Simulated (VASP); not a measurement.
Given:

GaSb has the cubic space group F-43m (No. 216), the zinc blende structure, Pearson symbol cF8. Lattice parameters: a = b = c = 6.111 Å, α = β = γ = 90.00°. Ga on 4a is surrounded by 4 Sb at 2.646 Å (tetrahedral). Sb on 4d has 4 Ga at 2.646 Å (tetrahedral). (Neighbours: up to the widest gap in distance over summed covalent radii, below 1.35, at either atom; cation-cation and far metal-metal contacts left out.)
(The calculation used a cell of 2 atoms; values per cell refer to that cell.)

Computed with r2SCAN+rVV10, VASP's PBE PAW potentials (set 64) (plane waves; VASP 6.6.1). Run with 520 eV cut-off, 8×8×8 Γ-centred mesh, Gaussian smearing of 0.050 eV, potentials Ga_d Sb.

### Question
Give the energy at these volumes per atom, relative to the lowest: 26.81, 27.66, 28.52, 29.37, 30.23 Å³.

### Answer
20.3, 4.8, 0.0, 4.1, 15.8 meV/atom. A third-order Birch-Murnaghan fit gives B0 = 55.7 GPa and B0′ = 4.7.

Measured: bulk modulus 57.0 GPa (computed value off by -2.3 %), as given by Cormac Toher et al., Physical Review Materials (2017), arXiv:1611.05714; a 6.096 Å at 300 K (computed value off by +0.2 %), as given by I. Vurgaftman et al., Journal of Applied Physics (2001), doi:10.1063/1.1368156. The calculation is for a static lattice, while the measured bulk modulus, a hold thermal and zero-point effects, which are part of the difference.

The compound is GaSb in the zinc blende structure. It was relaxed first.
